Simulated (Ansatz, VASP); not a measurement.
# HfO2 in two plane-wave programs, part 2 of 2

One calculation is typed for both programs; each brings its own data sets. How far apart do they land? The cell is taken from a series of runs on this material, whose earlier steps may have relaxed, scaled, displaced or heated it; both programs get it as it stands.

VASP 6.6.1 and Ansatz 0.2.0.

So far: The structure; VASP: zone-centre phonons, LDA.

### 2. VASP: zone-centre phonons, LDA (continued)

Level of this step: LDA; plane waves and PAW (Hf_pv, O) (VASP).

OUTCAR, selected parts (step 2):

```text
ion  position               nearest neighbor table
   1  0.000  0.000  0.000-   3 2.16   3 2.16   3 2.16   2 2.16   3 2.16   2 2.16   2 2.16   2 2.16

  LATTYP: Found a face centered cubic cell.
 ALAT       =     4.9966647238

 Subroutine GETGRP returns: Found 48 space group operations
 (whereof 48 operations were pure point group operations)

The static configuration has the point symmetry O_h .

 Found     29 irreducible k-points:

   k-points           NKPTS =     29   k-points in BZ     NKDIM =     29   number of bands    NBANDS=     17

   dimension x,y,z NGX =    28 NGY =   28 NGZ =   28
   dimension x,y,z NGXF=    56 NGYF=   56 NGZF=   56

   ENCUT  =  600.0 eV  44.10 Ry    6.64 a.u.   7.06  7.06  7.06*2*pi/ulx,y,z

   NELECT =      22.0000    total number of electrons

 k-points in reciprocal lattice and weights: Automatic mesh
   0.00000000  0.00000000  0.00000000       0.002
   0.12500000  0.00000000  0.00000000       0.016
   0.25000000  0.00000000  0.00000000       0.016
   0.37500000  0.00000000  0.00000000       0.016
   0.50000000  0.00000000  0.00000000       0.008
   0.12500000  0.12500000  0.00000000       0.012
   0.25000000  0.12500000  0.00000000       0.047
   0.37500000  0.12500000  0.00000000       0.047
   0.50000000  0.12500000  0.00000000       0.047
[...]
-0.37500000  0.50000000  0.12500000       0.023
  -0.25000000  0.50000000  0.25000000       0.012

 average (electrostatic) potential at core
       1 -37.0743       2 -70.3069       3 -70.3069

  Total       -0.5430994     -0.5430994     -0.5430994      0.0000000      0.0000000     -0.0000000
  in kB      -27.9003237    -27.9003237    -27.9003237      0.0000000      0.0000000     -0.0000000
  external PRESSURE =     -27.9003237 kB  Pullay stress =       0.0000000 kB

  energy-cutoff  :      600.00
  volume of cell :       31.19
      direct lattice vectors                 reciprocal lattice vectors
     0.000000000  2.498332362  2.498332362    -0.200133500  0.200133500  0.200133500
     2.498332362  0.000000000  2.498332362     0.200133500 -0.200133500  0.200133500
     2.498332362  2.498332362  0.000000000     0.200133500  0.200133500 -0.200133500

 POSITION                                       TOTAL-FORCE (eV/Angst)
 -----------------------------------------------------------------------------------
      0.00000      0.00000      0.00000         0.000000      0.000000      0.000000
      1.24917      1.24917      1.24917        -0.000000     -0.000000     -0.000000
      3.74750      3.74750      3.74750        -0.000000      0.000000     -0.000000
 -----------------------------------------------------------------------------------
    total drift:                                0.000000      0.000000      0.000000

 MACROSCOPIC STATIC DIELECTRIC TENSOR (including local field effects in DFT)
 ------------------------------------------------------
           5.338148     0.000000     0.000000
           0.000000     5.338148    -0.000000
           0.000000     0.000000     5.338148
 ------------------------------------------------------

 PIEZOELECTRIC TENSOR (including local field effects)  for field in x, y, z        (C/m^2)
          XX          YY          ZZ          XY          YZ          ZX
  --------------------------------------------------------------------------------
  x     0.00000     0.00000     0.00000     0.00000     0.00000     0.00000
  y     0.00000     0.00000     0.00000     0.00000     0.00000     0.00000
  z     0.00000     0.00000     0.00000     0.00000     0.00000     0.00000

 BORN EFFECTIVE CHARGES (including local field effects) (in |e|, cummulative output)
 ---------------------------------------------------------------------------------
 ion    1
    1     5.55045     0.00000     0.00000
    2     0.00000     5.55045     0.00000
    3     0.00000     0.00000     5.55045
 ion    2
    1    -2.77523     0.00000     0.00000
    2     0.00000    -2.77523     0.00000
    3     0.00000     0.00000    -2.77523
 ion    3
    1    -2.77523     0.00000     0.00000
    2     0.00000    -2.77523     0.00000
    3     0.00000     0.00000    -2.77523

 Eigenvectors and eigenvalues of the dynamical matrix
 ----------------------------------------------------

   1 f  =   17.903961 THz   112.493903 2PiTHz  597.211847 cm-1    74.044799 meV
             X         Y         Z           dx          dy          dz
      0.000000  0.000000  0.000000     0.000000    0.000000   -0.000000
      1.249166  1.249166  1.249166     0.703474    0.071588    0.000000
      3.747499  3.747499  3.747499    -0.703474   -0.071588   -0.000000

   2 f  =   17.903961 THz   112.493903 2PiTHz  597.211847 cm-1    74.044799 meV
             X         Y         Z           dx          dy          dz
      0.000000  0.000000  0.000000    -0.000000   -0.000000   -0.000000
      1.249166  1.249166  1.249166     0.071588   -0.703474   -0.000000
      3.747499  3.747499  3.747499    -0.071588    0.703474    0.000000

   3 f  =   17.903961 THz   112.493903 2PiTHz  597.211847 cm-1    74.044799 meV
             X         Y         Z           dx          dy          dz
      0.000000  0.000000  0.000000    -0.000000    0.000000   -0.000000
      1.249166  1.249166  1.249166    -0.000000    0.000000   -0.707107
      3.747499  3.747499  3.747499     0.000000   -0.000000    0.707107

   4 f  =    7.485351 THz    47.031846 2PiTHz  249.684425 cm-1    30.956909 meV
             X         Y         Z           dx          dy          dz
      0.000000  0.000000  0.000000    -0.003344    0.389809    0.013733
      1.249166  1.249166  1.249166     0.005582   -0.650667   -0.022923
      3.747499  3.747499  3.747499     0.005582   -0.650667   -0.022923

   5 f  =    7.485351 THz    47.031846 2PiTHz  249.684425 cm-1    30.956909 meV
             X         Y         Z           dx          dy          dz
      0.000000  0.000000  0.000000     0.388217    0.004656   -0.037640
      1.249166  1.249166  1.249166    -0.648010   -0.007772    0.062828
      3.747499  3.747499  3.747499    -0.648010   -0.007772    0.062828

   6 f  =    7.485351 THz    47.031846 2PiTHz  249.684425 cm-1    30.956909 meV
             X         Y         Z           dx          dy          dz
      0.000000  0.000000  0.000000    -0.037779    0.013345   -0.388002
      1.249166  1.249166  1.249166     0.063061   -0.022275    0.647651
      3.747499  3.747499  3.747499     0.063061   -0.022275    0.647651

   7 f/i=    0.001299 THz     0.008159 2PiTHz    0.043317 cm-1     0.005371 meV
             X         Y         Z           dx          dy          dz
      0.000000  0.000000  0.000000     0.036027    0.031621    0.919539
      1.249166  1.249166  1.249166     0.010792    0.009472    0.275444
      3.747499  3.747499  3.747499     0.010792    0.009472    0.275444

   8 f/i=    0.001299 THz     0.008159 2PiTHz    0.043317 cm-1     0.005371 meV
             X         Y         Z           dx          dy          dz
      0.000000  0.000000  0.000000     0.376324   -0.840255    0.014151
      1.249166  1.249166  1.249166     0.112726   -0.251695    0.004239
      3.747499  3.747499  3.747499     0.112726   -0.251695    0.004239

   9 f/i=    0.001299 THz     0.008159 2PiTHz    0.043317 cm-1     0.005371 meV
             X         Y         Z           dx          dy          dz
      0.000000  0.000000  0.000000     0.839602    0.375260   -0.045799
      1.249166  1.249166  1.249166     0.251499    0.112408   -0.013719
      3.747499  3.747499  3.747499     0.251499    0.112408   -0.013719

 MACROSCOPIC STATIC DIELECTRIC TENSOR IONIC CONTRIBUTION
 ------------------------------------------------------
          28.719077     0.000000    -0.000000
           0.000000    28.719077     0.000000
          -0.000000     0.000000    28.719077
 ------------------------------------------------------

 ELASTIC MODULI CONTR FROM IONIC RELAXATION (kBar)
 Direction    XX          YY          ZZ          XY          YZ          ZX
 --------------------------------------------------------------------------------
 XX          -0.0000      0.0000      0.0000      0.0000     -0.0000      0.0000
 YY           0.0000     -0.0000     -0.0000      0.0000      0.0000      0.0000
 ZZ           0.0000     -0.0000     -0.0000      0.0000      0.0000      0.0000
 XY           0.0000      0.0000      0.0000   -339.4812      0.0000     -0.0000
 YZ          -0.0000      0.0000      0.0000      0.0000   -339.4812     -0.0000
 ZX           0.0000      0.0000      0.0000     -0.0000      0.0000   -339.4812
 --------------------------------------------------------------------------------

 PIEZOELECTRIC TENSOR IONIC CONTR  for field in x, y, z        (C/m^2)
          XX          YY          ZZ          XY          YZ          ZX
  --------------------------------------------------------------------------------
  x     0.00000    -0.00000    -0.00000    -0.00000     0.00000     0.00000
  y    -0.00000    -0.00000     0.00000    -0.00000    -0.00000     0.00000
  z     0.00000    -0.00000    -0.00000    -0.00000     0.00000    -0.00000
```

### 3. Ansatz: zone-centre phonons, LDA

Ansatz runs on norm-conserving files, of PseudoDojo where its log says so.

The same cell, functional (in two slightly different forms) and mesh now go to Ansatz, which takes its cutoff from its data sets.

File input.yaml:

```yaml
crystal:
  lattice:
    - [0.0, 2.4983323619, 2.4983323619]
    - [2.4983323619, 0.0, 2.4983323619]
    - [2.4983323619, 2.4983323619, 0.0]
  atoms:
    - { symbol: Hf, position: [0.0, 0.0, 0.0] }
    - { symbol: O, position: [0.25, 0.25, 0.25] }
    - { symbol: O, position: [0.75, 0.75, 0.75] }
kpoints:
  mp_grid: { grid: [8, 8, 8] }
hamiltonian:
  xc: lda
  pseudopotentials: { kind: nc, accuracy: standard }
scf:
  occupations: { method: fixed }
output:
  eigenvalues: true
phonons:
  method: dfpt
  dielectric: true
  rigid_motions: translations
```

Launch:

```bash
$ ansatz run input.yaml --threads 4 --pin off --max-ram 8192MiB --backend cpu --events-out ev --progress --plain --runs-dir out
```

Log:

```text
Engine: ansatz 0.2.0, aarch64-unknown-linux-gnu
Pseudopotentials: kind: nc
Pseudopotential: Hf, nc, valence charge 12, recommended cutoff 789.130201 eV (normal), Hf.nc.azcp (PseudoDojo's, or run here from an input of PseudoDojo's; its table is named by hamiltonian.pseudopotentials.accuracy)
Pseudopotential: O, nc, valence charge 6, recommended cutoff 1142.878222 eV (normal), O.nc.azcp (PseudoDojo's, or run here from an input of PseudoDojo's; its table is named by hamiltonian.pseudopotentials.accuracy)
Functional definition: SPW92
  exchange = slater_x
  correlation = pw_c
Crystal: 3 atoms, lattice volume = 31.188 Å³
Basis set: ecut = 1142.878222 eV, 2733 PW (Γ), exchange–correlation on 80×80×80 points (8 copies of the dense FFT grid, shifted against one another)
Bands: 16, of which v1, the nominal top of the filled ones, is band 12 counted from 1 (11 counted from 0)
Symmetry: 48 space group operations
k-points: 95 of 512 (irreducible under 4 space group operations, time reversal used)
Non-local potential: Hf, projectors of the file, l = 0: 2, l = 1: 2, l = 2: 2, l = 3: 2
Non-local potential: O, projectors of the file, l = 0: 2, l = 1: 2, l = 2: 1
Initial density: superposition of atomic densities (chi_scale 0.1, normalization cell, long waves kept (reshape's long-wave potential 0.00 eV rms))
Initial wavefunctions: pseudopotential atomic-orbital guess
Functional: x = slater, c = lda
SCF iter   1: F=—  HF=-2441.548470 eV  |F-HF|=—  |Δ(HF+E_count)|=         —  Δρ=6.73e-2  dr2=1.27e0  ethr=3.10e-3  ⟨swp⟩=5.3  Hψ=7498  notcnv=0  defer=190
preconditioner: auto → none  [insulator: Δε(μ)=4.369 eV  Ē_g=19.528 eV  n_scr=14 (ndim 8)  ℏωp=31.2 eV  f_vac=0.000  ε∞_Penn≈3.6]
SCF iter   2: F=—  HF=-2441.211180 eV  |F-HF|=—  |Δ(HF+E_count)|=   3.37e-1  Δρ=4.31e-2  dr2=2.93e-1  ethr=3.10e-3  ⟨swp⟩=2.0  Hψ=3191  notcnv=0  defer=190
SCF iter   3: F=—  HF=-2441.145075 eV  |F-HF|=—  |Δ(HF+E_count)|=   6.61e-2  Δρ=1.53e-2  dr2=7.14e-2  ethr=1.22e-3  ⟨swp⟩=3.0  Hψ=3150  notcnv=0  defer=190
SCF iter   4: F=—  HF=-2441.128299 eV  |F-HF|=—  |Δ(HF+E_count)|=   1.68e-2  Δρ=2.57e-3  dr2=1.10e-3  ethr=2.97e-4  ⟨swp⟩=2.2  Hψ=2371  notcnv=0  defer=190
SCF iter   5: F=—  HF=-2441.128147 eV  |F-HF|=—  |Δ(HF+E_count)|=   1.52e-4  Δρ=3.51e-4  dr2=2.94e-5  ethr=4.57e-6  ⟨swp⟩=3.0  Hψ=3684  notcnv=0  defer=190
SCF iter   6: F=—  HF=-2441.128135 eV  |F-HF|=—  |Δ(HF+E_count)|=   1.19e-5  Δρ=5.93e-5  dr2=2.12e-7  ethr=1.22e-7  ⟨swp⟩=2.2  Hψ=2644  notcnv=0  defer=189
SCF iter   7: F=—  HF=-2441.128145 eV  |F-HF|=—  |Δ(HF+E_count)|=   9.25e-6  Δρ=5.62e-6  dr2=4.27e-9  ethr=8.85e-10  ⟨swp⟩=3.5  Hψ=3574  notcnv=0  defer=190
SCF iter   8: F=-2441.128145 eV  HF=-2441.128145 eV  |F-HF|=3.14e-11  |Δ(HF+E_count)|=  3.82e-10  Δρ=5.01e-7  dr2=4.26e-11  ethr=1.00e-12  ⟨swp⟩=13.5  Hψ=14522  notcnv=0
SCF 1 converged in 8 iterations: F = -2441.128145 eV  dr2 = 4.26e-11
DFPT response loops at Γ: preconditioner auto → none (the input reference at scf.mixing.eps_inf says where Resta's filter doesn't serve); β = 0.50; Broyden in place of MSR1
SCF converged after 8 iterations
Free energy (F): -2441.128145 eV
Harris-Foulkes:  -2441.128145 eV  (|F-HF|=3.14e-11)
Internal energy: -2441.128145 eV  (E = F + TS)
E sigma→0 (E₀):  -2441.128145 eV
Fermi energy:    12.686638 eV
--- Per-component energies (eV) ---
  E_band       = -98.342392
  E_kinetic    = 1002.733797
  E_local      = -1243.818149  (includes V_loc(G=0)·N_el)
  E_nonlocal   = -78.720839
  E_hartree    = 364.212698
  E_xc         = -612.694552
  E_vxc        = -506.962486  (∫ρ·V_xc dr)
  E_ewald      = -1872.841100
  E_smearing   = -0.000000  (= −TS)
  E_closure    = 0.000000  (closes the sum)
  Σ components = -2441.128145   (vs F -2441.128145, Δ=0.00e0)
--- Band table (eV; the first three rows and the last of 95) ---
  k-point 0: bands = [... 8 lower, 7.0134, 12.0495, 12.0495, 12.0495, 16.5387, 16.5387, 18.7408, 23.6367]
  k-point 1: bands = [... 8 lower, 7.4805, 11.5883, 11.7382, 11.7382, 16.8636, 16.8636, 19.3344, 22.8586]
  k-point 2: bands = [... 8 lower, 8.5454, 10.6627, 11.1885, 11.1885, 17.3423, 17.3423, 19.9016, 22.2941]
  k-point 94: bands = [... 8 lower, 10.0065, 10.0065, 11.1925, 12.4629, 17.5499, 17.9340, 20.1498, 20.1498]
--- Phonons (Γ-DFPT): 2 representative perturbations + reference, on 95 of 512 k-points (Σ response iterations 6) ---
  k mesh reduced under 4 symmetry operations, with k and −k counted as one. Each operation leaves every solved perturbation unchanged. A smaller set is not considered because the run solves the response to a homogeneous field
  ASR residual: 5.345e-4 → 0.000e0 eV/Å²; symmetrization residual: 1.725e-6 eV/Å²
  ASR residual per site (eV/Å²): 4.88e-5 5.34e-4 5.34e-4
  Γ frequencies (cm⁻¹): 0.00 0.00 0.00 236.33 236.33 236.33 592.22 592.22 592.22
  ε∞ (high-frequency dielectric tensor):
        5.236743     0.000000    -0.000000
        0.000000     5.236743     0.000000
        0.000000     0.000000     5.236743
  ε⁰ (static dielectric tensor: ions relaxed, cell fixed):
       37.142992    -0.000000    -0.000000
       -0.000000    37.142992     0.000000
       -0.000000     0.000000    37.142992
  ε⁰ − ε∞ (ionic part):
       31.906249    -0.000000    -0.000000
       -0.000000    31.906249     0.000000
       -0.000000     0.000000    31.906249
  softest optical mode at Γ: 236.33 cm⁻¹; the repairs (sum rule, projections) moved no ω² at Γ by more than (3.06 cm⁻¹)²
  Born effective charges Z* (e; rows j = field, columns β = displacement):
    site 0:
         5.53601   -0.00000    0.00000
         0.00000    5.53601   -0.00000
        -0.00000    0.00000    5.53601
    site 1:
        -2.76801    0.00000   -0.00000
        -0.00000   -2.76801   -0.00000
         0.00000   -0.00000   -2.76801
    site 2:
        -2.76801    0.00000   -0.00000
        -0.00000   -2.76801    0.00000
        -0.00000   -0.00000   -2.76801
  Z* charge neutrality: 2.433e-5 e pre-enforcement
  k-mesh period / interband length: 28.3 Å / 1.33 Å = 21.27 at k = (0.0000, 0.0000, 0.0000), direct gap 4.489 eV — 14 or more, which is no proof of convergence
  optical modes at Γ without the LO–TO term, one row a degenerate level:
      ω (cm⁻¹)  modes    IR ((D/Å)²/amu)
        236.33      3            78.1753
        592.22      3             0.0000
  optical modes at Γ + LO–TO along q̂ = [1.0000, 0.0000, 0.0000]:
      ω (cm⁻¹)  modes    IR ((D/Å)²/amu)
        236.33      2            52.1168
        592.22      3             0.0000
        629.41      1            26.0584
  optical modes at Γ + LO–TO along q̂ = [0.0000, 1.0000, 0.0000]:
      ω (cm⁻¹)  modes    IR ((D/Å)²/amu)
        236.33      2            52.1168
        592.22      3             0.0000
        629.41      1            26.0584
  optical modes at Γ + LO–TO along q̂ = [0.0000, 0.0000, 1.0000]:
      ω (cm⁻¹)  modes    IR ((D/Å)²/amu)
        236.33      2            52.1168
        592.22      3             0.0000
        629.41      1            26.0584
```

The column dr2 measures how far the density is from self-consistency, as an energy; F and HF (Harris–Foulkes) agree once it is small.

### 4. Comparison

Known differences besides the potentials themselves: the two LDA forms differ slightly; fixed occupations in Ansatz, narrow Gaussian smearing in VASP; the data sets hold 24 valence electrons in Ansatz (on norm-conserving files, of PseudoDojo where its log says so) and 22 in VASP; the cutoff is 1142.88 eV in Ansatz and 600 eV in VASP; VASP's log shows a relativistic correction to its local exchange, Ansatz's none. Total energies have different zeros and are not compared.

Compared:

```csv
quantity,Ansatz,VASP,difference
ε∞ xx,5.24,5.34,-1.90 %
ε∞ yy,5.24,5.34,-1.90 %
ε∞ zz,5.24,5.34,-1.90 %
Born charge of Hf1 (mean of the diagonal) (e),5.54,5.55,-0.01
Born charge of O2 (mean of the diagonal) (e),-2.77,-2.78,+0.01
optical mode 1 to 3 (cm⁻¹),236.3,249.7,-5.35 %
optical mode 4 to 6 (cm⁻¹),592.2,597.2,-0.84 %
```

Modes are paired by rising frequency, not by their patterns, so a pair may set unlike modes beside each other; they are those without the splitting of longitudinal modes.

### 5. What came out

```yaml
r_m_s_difference_of_the_optical_zone_centre_modes_each_program_s_sorted_by_frequency_zone_centre_phonons_lda: 10 cm⁻¹
difference_in_optical_mode_1_to_3_zone_centre_phonons_lda: -5.3 %
```

What this shows: The r.m.s. difference of the optical zone-centre modes, each program's sorted by frequency is 10 cm⁻¹ (zone-centre phonons, LDA). The data sets hold unlike numbers of valence electrons (24 in Ansatz and 22 in VASP), so part of the differences comes from the potentials. Among the rows given in per cent, the largest difference of the zone-centre phonons, LDA pair is in optical mode 1 to 3, -5.3 %. How closely two codes agree says nothing of how well the functional describes the real material.

[Lines on the potential files, build, host, timing and source positions are cut from VASP's logs without a mark.]

[Logs are printed without paths, hosts, clocks, repeated set-up lines and the standing remarks that a program may print on its own settings, such as how far it seeks lower states.]

[Hosts, paths, dates, database ids (printed as entryN), source tags and the programs' standing remarks are cut or masked in the printed files.]
